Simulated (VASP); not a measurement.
# ZrSiW (I4mm) in VASP: relaxation of cell and atoms with PBE

Aim: the relaxation of cell and atoms of ZrSiW with PBE.

Everything below comes from runs of VASP 6.6.1. Logs are shortened: lines on timing, memory, paths and dates and some standing lists are left out, and cuts for length are marked.

### 1 The crystal as given

It takes space group I4mm (No. 107, tetragonal). The conventional cell has a = 3.579 Å, b = 3.579 Å, c = 8.781 Å, α = 90.00°, β = 90.00°, γ = 90.00°. Zr (site symmetry 4mm) has 5 Si at 2.92 to 2.93 Å and 5 W at 2.92 Å as nearest neighbours. Si (site symmetry 4mm) has 5 Zr at 2.92 to 2.93 Å and 5 W at 2.92 Å as nearest neighbours. W (site symmetry 4mm) is surrounded by 5 Si at 2.92 Å and 5 Zr at 2.92 Å.

The cell comes from a database or a generator and needn't be the stable form of this composition.

### 2 Relaxation of cell and atoms, PBE

Input file INCAR:

```
SYSTEM = ZrSiW
ALGO = Normal ; EDIFF = 1E-6
EDIFFG = -0.05 ; ENCUT = 600
GGA = PE ; IBRION = 2
ISIF = 3 ; ISMEAR = 0
LASPH = .True. ; LCHARG = .False.
LREAL = .False. ; LWAVE = .False.
NELM = 100 ; NSW = 100
PREC = Accurate ; SIGMA = 0.1
```

Input file KPOINTS:

```
k-points
0
Gamma
  8 8 8
  0 0 0
```

Input file POSCAR:

```
ZrSiW
1.0
   -1.7895428571      1.7895428571      4.3902857143
    1.7895428571     -1.7895428571      4.3902857143
    1.7895428571      1.7895428571     -4.3902857143
Zr Si W
1 1 1
Direct
    0.3330000000      0.3330000000      0.0000000000
    0.6670000000      0.6670000000      0.0000000000
    0.0000000000      0.0000000000      0.0000000000
```

Potentials or basis: VASP PAW PBE potentials, release 64 (Zr_sv, Si, W_sv).

The run is started by

```console
$ cat potpaw_PBE.64/Zr_sv/POTCAR potpaw_PBE.64/Si/POTCAR potpaw_PBE.64/W_sv/POTCAR > POTCAR
$ mpirun -np 1 vasp_std > vasp.out
```

OUTCAR:

```text
SYSTEM = ZrSiW
   EDIFF = 1E-6
   EDIFFG = -0.05
   ENCUT = 600
   GGA = PE
   IBRION = 2
   ISIF = 3
   ISMEAR = 0
   LASPH = .True.
   LREAL = .False.
   NELM = 100
   NSW = 100
   PREC = Accurate

 ion  position               nearest neighbor table
   1  0.333  0.333  0.000-   2 2.92   2 2.92   2 2.92   2 2.92   3 2.92   3 2.92   3 2.92   3 2.92
                             3 2.92   2 2.93
   2  0.667  0.667  0.000-   1 2.92   1 2.92   1 2.92   1 2.92   3 2.92   3 2.92   3 2.92   3 2.92
                             3 2.92   1 2.93
   3  0.000  0.000  0.000-   1 2.92   2 2.92   2 2.92   1 2.92   2 2.92   2 2.92   2 2.92   1 2.92
                             1 2.92   1 2.92

  LATTYP: Found a body centered tetragonal cell.
 ALAT       =     3.5790857142
 C/A-ratio  =     2.4533001246

  Lattice vectors:

 A1 = (  -1.7895428571,   1.7895428571,   4.3902857143)
 A2 = (   1.7895428571,  -1.7895428571,   4.3902857143)
 A3 = (   1.7895428571,   1.7895428571,  -4.3902857143)

Analysis of symmetry for initial positions (statically):
=====================================================================
 Subroutine PRICEL returns:
 Original cell was already a primitive cell.

 Routine SETGRP: Setting up the symmetry group for a
 body centered tetragonal supercell.

 Subroutine GETGRP returns: Found  8 space group operations
 (whereof  8 operations were pure point group operations)
 out of a pool of 16 trial point group operations.

The static configuration has the point symmetry C_4v.

Analysis of symmetry for dynamics (positions and initial velocities):
=====================================================================
 Subroutine PRICEL returns:
 Original cell was already a primitive cell.

 Routine SETGRP: Setting up the symmetry group for a
 body centered tetragonal supercell.

 Subroutine GETGRP returns: Found  8 space group operations
 (whereof  8 operations were pure point group operations)
 out of a pool of 16 trial point group operations.

The dynamic configuration has the point symmetry C_4v.

 Subroutine INISYM returns: Found  8 space group operations
 (whereof  8 operations are pure point group operations),
 and found     1 'primitive' translations

----------------------------------------------------------------------------------------

                                     Primitive cell

  volume of cell :      56.2389

  direct lattice vectors                    reciprocal lattice vectors
    -1.789542857  1.789542857  4.390285714     0.000000000  0.279400964  0.113887804
     1.789542857 -1.789542857  4.390285714     0.279400964  0.000000000  0.113887804
     1.789542857  1.789542857 -4.390285714     0.279400964  0.279400964  0.000000000

  length of vectors
     5.067497995  5.067497995  5.067497995     0.301720617  0.301720617  0.395132633

  position of ions in fractional coordinates (direct lattice)
     0.333000000  0.333000000  0.000000000
     0.667000000  0.667000000  0.000000000
     0.000000000  0.000000000  0.000000000

  ion indices of the primitive-cell ions
   primitive index   ion index
                 1           1
                 2           2
                 3           3

----------------------------------------------------------------------------------------

 KPOINTS: k-points

Automatic generation of k-mesh.
 Grid dimensions read from file:
 generate k-points for:    8    8    8

 Generating k-lattice:

  Cartesian coordinates                     Fractional coordinates (reciprocal lattice)
     0.000000000  0.034925121  0.014235976     0.125000000  0.000000000 -0.000000000
     0.034925121  0.000000000  0.014235976     0.000000000  0.125000000 -0.000000000
     0.034925121  0.034925121  0.000000000     0.000000000  0.000000000  0.125000000

  Length of vectors
     0.037715077  0.037715077  0.049391579

  Shift w.r.t. Gamma in fractional coordinates (k-lattice)
     0.000000000  0.000000000  0.000000000

 Subroutine IBZKPT returns following result:
 ===========================================

 Found     59 irreducible k-points:

 Following reciprocal coordinates:
            Coordinates               Weight
  0.000000  0.000000  0.000000      1.000000
  0.125000  0.000000 -0.000000      8.000000
  0.250000  0.000000 -0.000000      8.000000
  0.375000  0.000000  0.000000      8.000000
  0.500000  0.000000 -0.000000      4.000000
  0.125000  0.125000 -0.000000      8.000000
[... 16 lines left out ...]
  0.250000  0.125000  0.125000     16.000000
  0.375000  0.125000  0.125000      8.000000
 [... further k-points ...]
   k-points           NKPTS =     59   k-points in BZ     NKDIM =     59   number of bands    NBANDS=     19
   number of dos      NEDOS =    301   number of ions     NIONS =      3
   total plane-waves  NPLWV =  64000
   dimension x,y,z NGX =    40 NGY =   40 NGZ =   40
   dimension x,y,z NGXF=    80 NGYF=   80 NGZF=   80
   ions per type =               1   1   1
   NGX,Y,Z   is equivalent  to a cutoff of  13.12, 13.12, 13.12 a.u.
   NGXF,Y,Z  is equivalent  to a cutoff of  26.25, 26.25, 26.25 a.u.
 SYSTEM =  ZrSiW
   PREC   = accura    normal or accurate (medium, high low for compatibility)
   ISTART =      0    job   : 0-new  1-cont  2-samecut
   ICHARG =      2    charge: 1-file 2-atom 10-const
   ISPIN  =      1    spin polarized calculation?
   LNONCOLLINEAR =      F non collinear calculations
   LSORBIT =      F    spin-orbit coupling
   LASPH  =      T    aspherical Exc in radial PAW
   ENCUT  =  600.0 eV  44.10 Ry    6.64 a.u.  10.12 10.12 10.12*2*pi/ulx,y,z
   NELM   =    100;   NELMIN=  2; NELMDL= -5     # of ELM steps
   EDIFF  = 0.1E-05   stopping-criterion for ELM
   LREAL  =      F    real-space projection
   EDIFFG = -.5E-01   stopping-criterion for IOM
   NSW    =    100    number of steps for IOM
   IBRION =      2    ionic relax: 0-MD 1-quasi-New 2-CG
   NFREE  =      1    steps in history (QN), initial steepest desc. (CG)
   ISIF   =      3    stress and relaxation
   ISYM   =      2    0-nonsym 1-usesym 2-fastsym
   POTIM  = 0.5000    time-step for ionic-motion
   TEBEG  =    0.0;   TEEND  =   0.0 temperature during run
   PSTRESS=    0.0 pullay stress
   NELECT =      30.0000    total number of electrons
   NUPDOWN=      -1.0000    fix difference up-down
   EMIN   =  10.00;   EMAX   =-10.00  energy-range for DOS
   EFERMI =   0.00;   METHOD = LEGACY
   ISMEAR =     0;   SIGMA  =   0.10  broadening in eV -4-tet -1-fermi 0-gaus
   EFERMI_NEDOS =   21; number of points for ismear=-14 and -15
   IALGO  =     38    algorithm
   IMIX   =      4    mixing-type and parameters
     AMIX     =   0.40;   BMIX     =  1.00
     AMIX_MAG =   1.60;   BMIX_MAG =  1.00
  volume/ion in A,a.u.               =      18.75       126.51
  Fermi-wavevector in a.u.,A,eV,Ry     =   1.327709  2.509006 23.984505  1.762811
  Thomas-Fermi vector in A             =   2.457001
   LORBIT       =      0    0 simple, 1 ext, 2 COOP (PROOUT), +10 PAW based schemes
   GGA     = PE    functional components
   LHFCALC =     F    Hartree Fock is set to
   AEXX    =    0.0000 exact exchange contribution
   IVDW    =     0    specifies the selected vdW correction
   LEPSILON=     F    determine dielectric tensor
   LRPA    =     F    only Hartree local field effects (RPA)
 conjugate gradient relaxation of ions
 non-spin polarized calculation
 Gauss-broadening in eV      SIGMA  =   0.10
  energy-cutoff  :      600.00
  volume of cell :       56.24
 maximum number of plane-waves:      1902
   NGX = 21   NGY = 21   NGZ = 21

--------------------------------------- Ionic step        1  -------------------------------------------

 number of electron      30.0000000 magnetization

 Free energy of the ion-electron system (eV)
  ---------------------------------------------------
  ext. energy  EPLUGINS =         0.00000000
  ---------------------------------------------------
  free energy    TOTEN  =       -27.01853472 eV

  energy without entropy =      -27.00776306  energy(sigma->0) =      -27.01314889

------------------------ aborting loop because EDIFF is reached ----------------------------------------

  FORCE on cell =-STRESS in cart. coord.  units (eV):
  Direction    XX          YY          ZZ          XY          YZ          ZX
  --------------------------------------------------------------------------------------
  -------------------------------------------------------------------------------------
  Total       -4.7712170     -4.7712170     -3.1082678      0.0000000     -0.0000000      0.0000000
  in kB     -135.9260735   -135.9260735    -88.5507056      0.0000000     -0.0000000      0.0000000
  external PRESSURE =    -120.1342842 kB  Pullay stress =       0.0000000 kB
[... 92 lines left out ...]
  FREE ENERGIE OF THE ION-ELECTRON SYSTEM (eV)
  ---------------------------------------------------
  free  energy   TOTEN  =       -27.2444546438 eV

  energy  without entropy=      -27.2370158696  energy(sigma->0) =      -27.24073526

 E-fermi :   9.5882     XC(G=0): -11.8134

 val. band max:        9.5879276725   @ k =  -0.3750   0.5000   0.3750
 cond. band min:       9.5993242583   @ k =  -0.2500  -0.3750   0.2500
 fundamental gap:      0.0113965858
 Fermi energy:         9.5881743907

 k-point     1 :       0.0000    0.0000    0.0000
  band No.  band energies     occupation
      1     -64.0919      2.00000
      2     -39.1289      2.00000
      3     -28.3292      2.00000
      4     -28.3292      2.00000
      5     -28.1699      2.00000
      6     -17.1345      2.00000
[... 505 lines left out ...]
      6     -17.3635      2.00000
[... 11 lines left out ...]
     18      11.9922      0.00000
     19      12.4216      0.00000

 [... further k-points ...]

[... ionic steps 4 to 8 ...]

--------------------------------------- Ionic step        9  -------------------------------------------

 number of electron      30.0000000 magnetization

------------------------ aborting loop because EDIFF is reached ----------------------------------------
[... 69 lines left out ...]
--------------------------------------- Ionic step       11  -------------------------------------------

 number of electron      30.0000001 magnetization

 Free energy of the ion-electron system (eV)
  ---------------------------------------------------
  ext. energy  EPLUGINS =         0.00000000
  ---------------------------------------------------
  free energy    TOTEN  =       -27.48952465 eV

  energy without entropy =      -27.48015242  energy(sigma->0) =      -27.48483853

 E-fermi :  10.1745     XC(G=0): -12.0483

 val. band max:       10.1668128488   @ k =  -0.2500  -0.3750   0.2500
 cond. band min:      10.1875724896   @ k =   0.2500   0.2500   0.1250
 fundamental gap:      0.0207596408
 Fermi energy:        10.1745052944

 k-point     1 :       0.0000    0.0000    0.0000
  band No.  band energies     occupation
      1     -63.4104      2.00000
      2     -38.3471      2.00000
      3     -27.6645      2.00000
      4     -27.6645      2.00000
      5     -27.5302      2.00000
      6     -16.3986      2.00000
[... 505 lines left out ...]
      6     -16.6335      2.00000
[... 11 lines left out ...]
     18      12.7431      0.00000
     19      13.2232      0.00000

 [... further k-points ...]

------------------------ aborting loop because EDIFF is reached ----------------------------------------

  FORCE on cell =-STRESS in cart. coord.  units (eV):
  Direction    XX          YY          ZZ          XY          YZ          ZX
  --------------------------------------------------------------------------------------
  -------------------------------------------------------------------------------------
  Total       -0.0969200     -0.0969200      0.0360234      0.0000000      0.0000000      0.0000000
  in kB       -3.0005219     -3.0005219      1.1152384      0.0000000      0.0000000      0.0000000
  external PRESSURE =      -1.6286018 kB  Pullay stress =       0.0000000 kB
[... 18 lines left out ...]
  FREE ENERGIE OF THE ION-ELECTRON SYSTEM (eV)
  ---------------------------------------------------
  free  energy   TOTEN  =       -27.4895246485 eV

  energy  without entropy=      -27.4801524179  energy(sigma->0) =      -27.48483853

 reached required accuracy - stopping structural energy minimisation
```

Run time: 10 min. Hardware: 1 thread of Intel Xeon Platinum 8488C (Sapphire Rapids), shared host; peak memory 0.3 GiB.

Results:

```
Free energy                            : -27.4895 eV
Relaxed volume                         : 17.25 Å³/atom
Relaxed cell                           : a = 5.166 Å, b = 5.166 Å, c = 5.166 Å, α = 142.07°, β = 142.07°, γ = 54.73°
Space group after relaxing (to 0.05 Å) : I4mm (No. 107)
Energy gained by relaxing              : 157.0 meV/atom
Ionic steps                            : 11
Pressure after relaxing                : -0.2 GPa
Largest force after relaxing           : 0.016 eV/Å
Band gap on the k mesh                 : none (metal or under the smearing width)
```

Forces in eV/Å, atoms in the order of the input:
```
Zr   0.000  0.000  0.004
Si   0.000  0.000 -0.016
W    0.000  0.000  0.012
```

Step by step:
| step | energy change (eV) | largest force (eV/Å) | pressure (GPa) | volume (Å³) |
| --- | --- | --- | --- | --- |
| 1 | 0.0000 | 0.8438 | -12.01 | 56.24 |
| 2 | 0.1800 | 1.0652 | 27.46 | 45.54 |
| 3 | -0.2259 | 0.9054 | 1.05 | 51.32 |
| 4 | -0.2262 | 0.9056 | 1.50 | 51.18 |
| 5 | -0.3299 | 0.7939 | 1.72 | 50.94 |
| 6 | -0.4253 | 0.1369 | 6.07 | 50.03 |
| 7 | -0.4401 | 0.4097 | 4.16 | 50.34 |
| 8 | -0.4057 | 0.1678 | -7.73 | 54.32 |
| 9 | -0.4654 | 0.2551 | -0.96 | 51.86 |
| 10 | -0.4705 | 0.0573 | 0.07 | 51.72 |
| 11 | -0.4710 | 0.0157 | -0.16 | 51.75 |

Final structure:
```cif
data_structure
_symmetry_space_group_name_H-M 'P 1'
_symmetry_Int_Tables_number 1
_cell_length_a 5.1665
_cell_length_b 5.1665
_cell_length_c 5.1665
_cell_angle_alpha 142.066
_cell_angle_beta 142.066
_cell_angle_gamma 54.729
_cell_volume 51.75
loop_
_atom_site_label
_atom_site_type_symbol
_atom_site_fract_x
_atom_site_fract_y
_atom_site_fract_z
_atom_site_occupancy
Zr1 Zr 0.33361 0.33361 0.00000 1
Si1 Si 0.64556 0.64556 0.00000 1
W1 W 0.02084 0.02084 0.00000 1
```

Levels at points of the mesh, in eV from the Fermi level:
| k point | band 11 | band 12 | band 13 | band 14 | band 15 | band 16 | band 17 | band 18 | band 19 |
| --- | --- | --- | --- | --- | --- | --- | --- | --- | --- |
| (0.00, 0.00, 0.00) | -2.94 | -1.41 | -0.90 | -0.90 | -0.65 | 0.39 | 1.13 | 1.13 | 1.24 |
| (0.50, 0.00, 0.00) | -3.33 | -2.19 | -2.11 | -0.85 | -0.80 | 0.41 | 1.10 | 2.26 | 2.55 |
| (0.50, 0.50, 0.00) | -4.34 | -3.96 | -1.26 | -1.19 | -0.99 | 2.09 | 2.41 | 2.78 | 3.17 |
| (0.50, 0.50, 0.50) | -3.50 | -2.88 | -1.21 | -1.21 | 0.62 | 0.78 | 2.66 | 2.66 | 3.74 |

Caveat: the relaxation stopped at a loose force limit of 0.05 eV/Å, so its end isn't a converged minimum. The run has no spin-orbit coupling, so splittings on W are missing.
